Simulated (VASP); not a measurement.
Write the native input for VASP 6.6.1 that does the following.

| Property | Result |
| --- | --- |
| Task | relaxation of cell and atoms |
| Functional | PBE |
| Potentials or basis | VASP PAW PBE potentials, release 64 (W_sv, Se) |
| Cutoff | 600 eV |
| k mesh | 9 × 9 × 2 |
| Occupations | gaussian, width 0.03 eV |
| Spin | no spin polarisation |
| Further INCAR settings | ALGO = Normal; EDIFF = 1e-06; IBRION = 2; EDIFFG = -0.01; NSW = 90; ISIF = 3 |

The structure of WSe2 lies in POSCAR:

```
WSe2
1.0
    3.2900000000      0.0000000000      0.0000000000
   -1.6450000000      2.8492235785      0.0000000000
    0.0000000000      0.0000000000     12.9700000000
W Se
2 4
Direct
    0.3333333333      0.6666666667      0.2500000000
    0.6666666667      0.3333333333      0.7500000000
    0.3333333333      0.6666666667      0.6210000000
    0.6666666667      0.3333333333      0.1210000000
    0.3333333333      0.6666666667      0.8790000000
    0.6666666667      0.3333333333      0.3790000000
```

These files were run (other wordings do the same):

INCAR

```
ALGO = Normal
EDIFF = 1E-6
EDIFFG = -0.01
ENCUT = 600
GGA = PE
IBRION = 2
ISIF = 3
ISMEAR = 0
KPAR = 2
LASPH = True
LCHARG = False
LREAL = False
LWAVE = False
NELM = 80
NSW = 90
PREC = Accurate
SIGMA = 0.03
```

KPOINTS

```
k-points
0
Gamma
  9 9 2
```

Potentials or basis: VASP PAW PBE potentials, release 64 (W_sv, Se).

Launch:

```sh
$ cat potpaw_PBE.64/W_sv/POTCAR potpaw_PBE.64/Se/POTCAR > POTCAR
$ mpirun -np 2 vasp_std > vasp.out
```

Results of the run:

```
Relaxed volume                         : 23.76 Å³/atom
Relaxed cell                           : a = 3.322 Å, b = 3.322 Å, c = 14.914 Å, α = 90.00°, β = 90.00°, γ = 120.00°
Space group after relaxing (to 0.05 Å) : P6_3/mmc (No. 194)
Energy gained by relaxing              : 20.7 meV/atom
Ionic steps                            : 49
Pressure after relaxing                : 0.0 GPa
Band gap on the k mesh                 : 1.51 eV, indirect (least direct gap 1.52 eV)
```

Caveat: the volume moved by over 15 % at a fixed basis, so the end points are rough; spin-orbit coupling is left out, which moves the levels of the heavy elements; an odd mesh through Γ misses points on the zone boundary, where band edges often lie; this functional lacks dispersion, which binds the layers, so the pressure and a relaxed spacing across them are unreliable, and here the layers came unbound; the volume moved by +17 % from the deposited cell, more than functionals usually miss.

It took 21 min on 2 MPI ranks on Intel(R) Xeon(R) Platinum 8488C (Sapphire Rapids), with other jobs on the host, peak memory 0.35 GiB a rank.
